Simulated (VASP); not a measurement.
Wanted: the native input for a VASP 6.6.1 run.

| Quantity | Value |
| --- | --- |
| Task | single point |
| Functional | LDA |
| Potentials or basis | VASP PAW LDA potentials, release 64 (Be, Cl) |
| Cutoff | 520 eV |
| k mesh | 4 × 3 × 1 |
| Occupations | gaussian, width 0.1 eV |
| Spin | no spin polarisation |
| Dipole correction | no |
| Further INCAR settings | LREAL = Auto; ALGO = Normal; EDIFF = 1e-06; NBANDS = 36 |

The structure of Be18Cl lies in POSCAR:

```
Be18Cl
1.0
    4.5800000000      0.0000000000      0.0000000000
    3.4350000000      5.9495950000      0.0000000000
    0.0000000000      0.0000000000     15.5884300000
Be Cl
18 1
Direct
    0.0000000000      0.0000000000      0.0641500780
    0.5000000000      0.0000000000      0.0641500780
    0.0000000420      0.3333332773      0.0641500780
    0.5000000420      0.3333332773      0.0641500780
   -0.0000000420      0.6666667227      0.0641500780
    0.4999999580      0.6666667227      0.0641500780
   -0.1637253441      0.2250771691      0.1812838753
    0.3411175387      0.2212258145      0.1784677482
   -0.1572024032      0.5557499292      0.1798050221
    0.3254675826      0.5577337617      0.1797671735
   -0.1696185147      0.8914223573      0.1773956069
    0.3342751546      0.8995926613      0.1781354505
    0.0111460525     -0.0127420438      0.2855959195
    0.5147125906     -0.0184683159      0.2957823206
   -0.0130470488      0.3425285251      0.2950763483
    0.5062905247      0.3491232597      0.2952548781
   -0.0035907771      0.6783160871      0.2892670397
    0.4983383212      0.6706123694      0.2923685708
    0.3448170415      0.2236503493      0.3953839482
```

The cell was built by a generator and needn't be a form met in nature.

The input as run:

INCAR

```
SYSTEM = Be18Cl
PREC = Accurate ; ENCUT = 520
EDIFF = 1E-6 ; ISMEAR = 0
SIGMA = 0.1 ; LREAL = Auto
LASPH = .TRUE. ; NELM = 100
ALGO = Normal ; ISIF = 2
LWAVE = .FALSE. ; LCHARG = .FALSE.
GGA = CA ; NBANDS = 36
```

KPOINTS

```
Automatic mesh
0
G
  4 3 1
  0 0 0
```

Potentials or basis: VASP PAW LDA potentials, release 64 (Be, Cl).

Run with:

```sh
$ cat potpaw_LDA.64/Be/POTCAR potpaw_LDA.64/Cl/POTCAR > POTCAR
$ mpirun -np 1 vasp_std > vasp.out
```

It gave:

```yaml
Largest_force: 0.247 eV/Å
Band_gap_on_the_k_mesh: none (metal or under the smearing width)
```

Caveat: the k mesh is coarse (spacing up to 0.40 Å⁻¹), so the values aren't converged; an odd number of electrons without spin polarisation forces a metal; a magnetic or distorted state may lie lower.

Run time: 5.2 min on 1 thread of Intel(R) Xeon(R) Platinum 8375C CPU @ 2.90GHz (Ice Lake), on a shared host, peak memory 0.41 GiB.
